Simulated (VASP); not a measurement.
Wanted: the native input for a VASP 6.6.1 run.

```yaml
Task: relaxation of cell and atoms
Functional: PBE
Potentials_or_basis: VASP PAW PBE potentials, release 64 (Sn_d, Ge_d)
Cutoff: 520 eV
k_mesh: 10 × 10 × 8
Occupations: gaussian, width 0.1 eV
Spin: no spin polarisation
Further_INCAR_settings: ALGO = Normal; EDIFF = 1e-06; IBRION = 2; EDIFFG = -0.01; NSW = 90; ISIF = 3
```

The structure of Sn2Ge lies in POSCAR:

```
Sn2Ge
1.0
    4.2593838600      0.0000000000      0.0000000000
   -2.1296919300      3.6887346300      0.0000000000
    0.0000000000      0.0000000000      5.0810000000
Sn Ge
2 1
Direct
    0.3333333300      0.6666666700      0.2149183200
    0.6666666700      0.3333333300      0.7850816800
    0.0000000000      0.0000000000      0.5000000000
```

The cell was built by a generator and needn't be a form met in nature.

One way to write it, as run:

INCAR

```
SYSTEM = Sn2Ge
PREC     = Accurate       ! precision mode
ENCUT    = 520            ! plane-wave cutoff, eV
EDIFF    = 1E-6           ! SCF threshold, eV
ISMEAR   = 0              ! smearing method
SIGMA    = 0.1            ! smearing width, eV
LREAL    = .FALSE.        ! projectors in reciprocal space
LASPH    = .TRUE.         ! aspherical terms in the spheres
NELM     = 120            ! most SCF steps
ALGO     = Normal         ! electronic algorithm
ISIF     = 3              ! what is computed and relaxed
LWAVE    = .FALSE.        ! write WAVECAR
LCHARG   = .FALSE.        ! write CHGCAR
GGA      = PE             ! functional
IBRION   = 2              ! ionic algorithm
NSW      = 90             ! ionic steps
EDIFFG   = -0.01          ! ionic threshold
KPAR     = 4
```

KPOINTS

```
regular mesh
0
G
  10 10 8
  0 0 0
```

Potentials or basis: VASP PAW PBE potentials, release 64 (Sn_d, Ge_d).

Run with:

```bash
$ cat potpaw_PBE.64/Sn_d/POTCAR potpaw_PBE.64/Ge_d/POTCAR > POTCAR
$ mpirun -np 4 vasp_std > vasp.out
```

It gave:

```
Relaxed volume                         : 26.21 Å³/atom
Relaxed cell                           : a = 4.098 Å, b = 4.098 Å, c = 5.404 Å, α = 90.00°, β = 90.00°, γ = 120.00°
Space group after relaxing (to 0.05 Å) : P-3m1 (No. 164)
Energy gained by relaxing              : 10.6 meV/atom
Ionic steps                            : 17
Pressure after relaxing                : 0.0 GPa
Band gap on the k mesh                 : none (metal or under the smearing width)
```

Wall time 6.3 min on 4 MPI ranks on Intel(R) Xeon(R) Platinum 8488C (Sapphire Rapids) (shared host), peak memory 0.32 GiB a rank.
